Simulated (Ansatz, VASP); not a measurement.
# One calculation of Sn2TeO3, two programs

```xyz
6
Lattice="4.9984 0.0000 0.0000 0.0000 4.9984 0.0000 0.0000 0.0000 4.4943" Properties=species:S:1:pos:R:3 pbc="T T T"
Sn    2.4992    0.0000    2.6018
Sn    0.0000    2.4992    2.6018
Te    2.4992    2.4992    1.6512
O     2.4992    0.0000    4.3390
O     0.0000    2.4992    4.3390
O     2.4992    2.4992    0.2231
```

Alike in both runs: task single point; functional PBE; k mesh 4 × 4 × 4; occupations gaussian, width 0.1 eV; no spin polarisation.

```csv
,VASP,Ansatz
version,VASP 6.6.1,Ansatz 0.2.0
potentials or method,"VASP PAW PBE potentials, release 64 (Sn_d, Te, O)","scalar-relativistic, plane waves, PAW"
plane-wave cutoff (eV),520,420
valence electrons in the cell,52,62
```

```tsv
	VASP	Ansatz	Ansatz less VASP
gap on the k mesh at the Fermi level (eV)	none	none	-
rms of the force components (eV/Å)	12.649	13.075	+0.4262
```

Atom by atom the forces differ by 0.428 eV/Å (rms over components). A gap of «none» marks a metal or a gap that the smearing closes. The two sets of potentials don't hold the same shells in valence.

Caveats: forces of over 1 eV/Å show positions far from the minimum, so gaps and moduli don't describe the material at rest. The runs have no spin-orbit coupling, so splittings on Te are missing.
